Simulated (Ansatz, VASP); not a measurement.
## MgAlAsSe in two plane-wave programs

One calculation is typed for both programs; each brings its own data sets. How far apart do they land? The cell is generated by rule, not measured, and may not be a known phase. The cell is taken from a series of runs on this material, whose earlier steps may have relaxed, scaled, displaced or heated it; both programs get it as it stands.

Calculated with Ansatz 0.2.0; plane waves, with VASP 6.6.1 beside it; relaxation of cell and atoms at LDA.

## Step 1: The structure

The structure is orthorhombic, space group Pmm2 (No. 25). The conventional cell has a = 4.084 Å, b = 4.084 Å, c = 11.550 Å, α = 90.00°, β = 90.00°, γ = 90.00°. Nearest to Al lie 2 Se at 2.50 Å and 2 As at 2.50 Å. Al has 4 As at 2.50 Å nearest. Nearest to As lie 4 Al at 2.50 Å. Nearest to As lie 2 Al at 2.50 Å and 2 Mg at 2.50 Å. Mg has 2 Se at 2.50 Å and 2 As at 2.50 Å nearest. Nearest to Mg lie 4 Se at 2.50 Å. Farther neighbours and most contacts between anions are not listed.

## Step 2: Ansatz: relaxation of cell and atoms, LDA, pair 1

Ansatz runs on its default PAW (the set named soft_2) files.

The relaxed volume is the usual yardstick between codes: in a stiff, nearly cubic crystal its relative difference is about their pressure difference at one cell divided by the bulk modulus.

Contents of input.yaml:

```yaml
crystal:
  lattice:
    - [2.8875, 2.8875, 0.0]
    - [-2.8875, 2.8875, 0.0]
    - [0.0, 0.0, 11.55]
  atoms:
    - { symbol: Al, position: [0.0, 0.0, 0.0] }
    - { symbol: Al, position: [0.5, 0.5, 0.25] }
    - { symbol: As, position: [0.5, 0.0, 0.125] }
    - { symbol: As, position: [0.0, 0.5, 0.375] }
    - { symbol: Mg, position: [0.0, 0.0, 0.5] }
    - { symbol: Mg, position: [0.5, 0.5, 0.75] }
    - { symbol: Se, position: [0.5, 0.0, 0.625] }
    - { symbol: Se, position: [0.0, 0.5, 0.875] }
kpoints:
  mp_grid: { grid: [6, 6, 2] }
hamiltonian:
  xc: lda
scf:
  occupations: { method: gaussian, width: 0.1 }
output:
  forces: true
  stress: true
  eigenvalues: true
relax:
  adjacent_minimum: "off"
  f_tol: 0.05
  max_steps: 80
  cell: { stress_tol: 0.5 }
```

The run is started by

```console
$ ansatz run input.yaml --threads 4 --pin off --max-ram 14336MiB --backend cpu --events-out ev --progress --plain --runs-dir out
```

Numbers of over 12 decimals in the logs are rounded to 6 here.

Output:

```text
The last accepted step is kept in <dir> (removed where the run ends without a failure and the disk answers)
Engine: ansatz 0.2.0, x86_64-unknown-linux-gnu
Pseudopotentials: kind: paw
Pseudopotential: Al, paw, valence charge 3, recommended cutoff 420 eV (normal), Al.paw.azcp
Pseudopotential: As, paw, valence charge 15, recommended cutoff 420 eV (normal), As.paw.azcp
Pseudopotential: Mg, paw, valence charge 10, recommended cutoff 420 eV (normal), Mg.paw.azcp
Pseudopotential: Se, paw, valence charge 16, recommended cutoff 420 eV (normal), Se.paw.azcp
Functional definition: SPW92
  exchange = slater_x
  correlation = pw_c
Crystal: 8 atoms, lattice volume = 192.600 Å³
Basis set: ecut = 420 eV, 3791 PW (Γ)
Bands: 53, of which v1, the nominal top of the filled ones, is band 44 counted from 1 (43 counted from 0)
Symmetry: 4 space group operations
Space group: Pmm2 (ITA 25), of the structure as read, at distance tolerance 5.8e-5 Å
k-points: 32 of 72
Non-local potential: Al, projectors of the file, l = 0: 2, l = 1: 2, l = 2: 1
Non-local potential: As, projectors of the file, l = 0: 2, l = 1: 2, l = 2: 3, l = 3: 1
Non-local potential: Mg, projectors of the file, l = 0: 3, l = 1: 2, l = 2: 1
Non-local potential: Se, projectors of the file, l = 0: 2, l = 1: 2, l = 2: 3, l = 3: 1
PAW form: soft (Blöchl's): semilocal exchange-correlation on the pseudo side does not see the compensation charge
PAW frozen core: Al, regenerated for the run's functional, and the local potential with it (the file was generated under x = pbe(κ = 0.804, μ = 0.219515), c = pbe(β = 0.066725))
PAW frozen core: As, regenerated for the run's functional, and the local potential with it (the file was generated under x = pbe(κ = 0.804, μ = 0.219515), c = pbe(β = 0.066725))
PAW frozen core: Mg, regenerated for the run's functional, and the local potential with it (the file was generated under x = pbe(κ = 0.804, μ = 0.219515), c = pbe(β = 0.066725))
PAW frozen core: Se, regenerated for the run's functional, and the local potential with it (the file was generated under x = pbe(κ = 0.804, μ = 0.219515), c = pbe(β = 0.066725))
PAW one-centre angular grid: Al, 110 points (default); XC on 64 Gauss nodes
PAW one-centre angular grid: As, 590 points (default); XC on 64 Gauss nodes
PAW one-centre angular grid: Mg, 110 points (default); XC on 64 Gauss nodes
PAW one-centre angular grid: Se, 590 points (default); XC on 64 Gauss nodes
Initial density: superposition of atomic densities (neutral atoms: chi_scale 0, normalization atom), corrected by the library's trained network
Initial wavefunctions: pseudopotential atomic-orbital guess
Functional: x = slater, c = lda
SCF iter   1: F=—  HF=-25148.653279 eV  |F-HF|=—  |Δ(HF+E_count)|=         —  Δρ=5.15e-3  dr2=5.37e-2  ethr=1.77e-3  ⟨swp⟩=7.2  Hψ=6400  notcnv=0
preconditioner: auto → Resta (q_TF=auto, 2.394 Å⁻¹)  ε∞=3.9  [insulator: Δε(μ)=0.223 eV  Ē_g=8.891 eV  σ=0.100 eV  W_gap=0.87  n_scr=48 (ndim 8)  ℏωp=15.1 eV  f_vac=0.035  D(μ)=0.16/eV (n_scr^D=0)  ε∞_Penn≈3.9]
SCF iter   2: F=—  HF=-25148.638893 eV  |F-HF|=—  |Δ(HF+E_count)|=   1.44e-2  Δρ=2.45e-3  dr2=6.94e-3  ethr=6.10e-5  ⟨swp⟩=2.0  Hψ=3183  notcnv=0
preconditioner: auto → LDOS  [insulator: Δε(μ)=0.289 eV  Ē_g=8.876 eV  σ=0.100 eV  W_gap=0.51  n_scr=48 (ndim 8)  ℏωp=15.1 eV  f_vac=0.034  D(μ)=0.51/eV (n_scr^D=2)  ε∞_Penn≈3.9  β→1.0]
SCF iter   3: F=—  HF=-25148.638348 eV  |F-HF|=—  |Δ(HF+E_count)|=   5.45e-4  Δρ=6.67e-4  dr2=6.24e-3  ethr=7.88e-6  ⟨swp⟩=2.0  Hψ=2965  notcnv=0
SCF iter   4: F=—  HF=-25148.637378 eV  |F-HF|=—  |Δ(HF+E_count)|=   9.70e-4  Δρ=2.47e-4  dr2=7.23e-4  ethr=7.09e-6  ⟨swp⟩=2.0  Hψ=1911  notcnv=0
SCF iter   5: F=—  HF=-25148.637274 eV  |F-HF|=—  |Δ(HF+E_count)|=   1.04e-4  Δρ=6.54e-5  dr2=4.48e-5  ethr=8.22e-7  ⟨swp⟩=2.0  Hψ=1825  notcnv=0
SCF iter   6: F=—  HF=-25148.637271 eV  |F-HF|=—  |Δ(HF+E_count)|=   3.52e-6  Δρ=2.00e-5  dr2=5.33e-6  ethr=5.09e-8  ⟨swp⟩=2.0  Hψ=2493  notcnv=0  defer=2
SCF iter   7: F=—  HF=-25148.637270 eV  |F-HF|=—  |Δ(HF+E_count)|=   9.37e-7  Δρ=6.95e-6  dr2=3.20e-7  ethr=6.05e-9  ⟨swp⟩=2.0  Hψ=1983  notcnv=0  defer=2
SCF iter   8: F=-25148.637270 eV  HF=-25148.637270 eV  |F-HF|=6.04e-10  |Δ(HF+E_count)|=   5.43e-8  Δρ=3.13e-6  dr2=1.26e-8  ethr=1.14e-10  ⟨swp⟩=10.4  Hψ=6857  notcnv=0
SCF 1 converged in 8 iterations: F = -25148.637270 eV  dr2 = 1.26e-8
  greatest PAW one-centre occupation: 1.000 electrons in one spin orbital (limit 2), on the Mg atom at site 4 (counted from 0), in its partial waves of l = 1
relax step   1: F+E_penalty+E_count = -25148.63726956 eV  Δ(F+E_penalty+E_count) = +0.000e0 eV  max|allowed force component| = 1.167e0 eV/Å  Δτ_max = 0.0000 Å  P = -0.673 GPa  Ω = 192.600 Å³  (8 SCF iters, dr2 threshold 1.00e-7 eV, accepted)
[...]
relax step   3: F+E_penalty+E_count = -25148.90685108 eV  Δ(F+E_penalty+E_count) = -1.777e-2 eV  max|allowed force component| = 5.377e-2 eV/Å  Δτ_max = 0.0354 Å  P = -0.048 GPa  Ω = 191.262 Å³  energy of the carried Pulay correction = +1.922e-4 eV  (6 SCF iters, dr2 threshold 8.00e-7 eV, accepted)
[...]
relax step   4: F+E_penalty+E_count = -25148.90935530 eV  Δ(F+E_penalty+E_count) = -2.504e-3 eV  max|allowed force component| = 1.811e-2 eV/Å  Δτ_max = 0.0088 Å  P = +0.029 GPa  Ω = 191.059 Å³  energy of the carried Pulay correction = +2.214e-4 eV  (6 SCF iters, dr2 threshold 1.81e-7 eV, accepted)
[...]
relax step   5: F+E_penalty+E_count = -25148.90913200 eV  Δ(F+E_penalty+E_count) = +2.233e-4 eV  max|allowed force component| = 1.815e-2 eV/Å  Δτ_max = 0.0000 Å  P = +0.029 GPa  Ω = 191.059 Å³  stress off target by 4.63e-2 GPa  SCF on the basis re-selected at this cell (its energy is not comparable with the rows above)  (4 SCF iters)
basis re-selected at this cell: Δ(F+E_penalty+E_count) = +2.233e-4 eV, ΔP = -0.000 GPa vs the last step (what re-selecting the basis moved, of the pressure what is left beyond the Pulay correction that the steps carried, after the strain that the cell walked since its last selection, with what the two solves' SCF thresholds leave and, on support functions, any second-order correction that the steps lacked; it is no measure of the basis error at this ecutwfc). The dense FFT grid was sized anew with the basis: this SCF ran on 27×30×80 points, the steps before it on 30×30×80, so part of this shift can come from that change (see relax.cell in the input reference). [rest of the remark cut]
SCF converged after 4 iterations
Free energy (F): -25148.909132 eV
Harris-Foulkes:  -25148.909132 eV  (|F-HF|=7.28e-12)
Internal energy: -25148.909127 eV  (E = F + TS)
E sigma→0 (E₀):  -25148.909129 eV
Entropy (-TS):   -0.000005 eV (-0.001 meV/atom)
Fermi energy:    6.650593 eV
--- Per-component energies (eV) ---
  E_band       = -2077.528533
  E_kinetic    = 649.379973
  E_local      = -13348.510576  (includes V_loc(G=0)·N_el)
  E_nonlocal   = -2295.934164
  E_hartree    = 6296.518423
  E_xc         = -503.812465
  E_vxc        = -492.901911  (∫ρ·V_xc dr)
  E_paw        = -8589.552401  (= ΣΔE_a)
  E_vpaw       = 817.402404  (= ΣTr[D̂ρ^β])
  E_aug_tail   = -0.001193  (compensation charges beyond the density's cutoff)
  E_ewald      = -7365.994300
  E_core_change = 8.997576  (= ΣΔE_core)
  E_smearing   = -0.000005  (= −TS)
  E_closure    = 0.000000  (closes the sum)
  Σ components = -25148.909132   (vs F -25148.909132, Δ=0.00e0)
--- Forces (eV/Å), atoms counted from 1 ---
  atom   1  Al     0.00000000     0.00000000    -0.01815129
  atom   2  Al     0.00000000     0.00000000     0.01798080
  atom   3  As    -0.00000000    -0.00000000    -0.00352523
  atom   4  As    -0.00000000    -0.00000000    -0.00222030
  atom   5  Mg     0.00000000    -0.00000000    -0.00031264
  atom   6  Mg     0.00000000     0.00000000     0.01465121
  atom   7  Se     0.00000000     0.00000000    -0.01269425
  atom   8  Se     0.00000000     0.00000000     0.00426051
  max |Σ_I F_I| component: 1.12e-5 eV/Å
--- Stress (GPa, compression-positive) ---
        0.020463       0.025269       0.000000
        0.025269       0.020463       0.000000
        0.000000       0.000000       0.046268
  P = ⅓ Tr σ = 0.0291 GPa (0.291 kbar)
--- Band table (eV; the first three rows and the last of 32) ---
  k-point 0: bands = [... 40 lower, 4.3937, 5.3270, 5.4700, 6.1918, 6.8911, 7.3776, 8.0098, 8.9311, ... 5 higher]
  k-point 1: bands = [... 40 lower, 4.5200, 4.5876, 5.4022, 6.1510, 7.1422, 7.8747, 8.2019, 8.5857, ... 5 higher]
  k-point 2: bands = [... 40 lower, 4.4587, 5.0928, 5.4014, 5.4511, 7.7077, 8.1401, 8.9509, 9.0920, ... 5 higher]
  k-point 31: bands = [... 40 lower, 3.3232, 3.5013, 4.1495, 4.3373, 8.0303, 8.1640, 8.5444, 8.8313, ... 5 higher]
--- Relaxed structure (4 steps of the walk, 4 accepted, 1 SCFs on fresh bases) ---
  F+E_penalty+E_count = -25148.90913200 eV   max|allowed force component| = 1.815e-2 eV/Å   (the final SCF, on the basis selected at the relaxed cell)
  cell:  # Å, volume = 191.0587 Å³
    - [2.844148, 2.844148, 0]
    - [-2.893390, 2.893390, 0]
    - [0, 0, 11.608541]
  atoms:
    - { symbol: Al, position: [0, 0, 0.011939] }
    - { symbol: Al, position: [0.500000, 0.5, 0.248522] }
    - { symbol: As, position: [0.500000, 0, 0.124680] }
    - { symbol: As, position: [0, 0.500000, 0.360935] }
    - { symbol: Mg, position: [0, 0, 0.487819] }
    - { symbol: Mg, position: [0.500000, 0.5, 0.749177] }
    - { symbol: Se, position: [0.500000, 0, 0.628208] }
    - { symbol: Se, position: [0, 0.500000, 0.888720] }
```

Reading the cycles: dr2 is the Hartree energy of the density residual (eV), the measure of convergence; HF is the Harris–Foulkes estimate of the energy, which meets the free energy F at convergence.

(Part 1 of 3 ends here.)

[Lines on the potential files, build, host, timing and source positions are cut from VASP's logs without a mark.]

[Logs are printed without paths, hosts, clocks, repeated set-up lines and the standing remarks that a program may print on its own settings, such as how far it seeks lower states.]

[Hosts, paths, dates, database ids (printed as entryN), source tags and the programs' standing remarks are cut or masked in the printed files.]
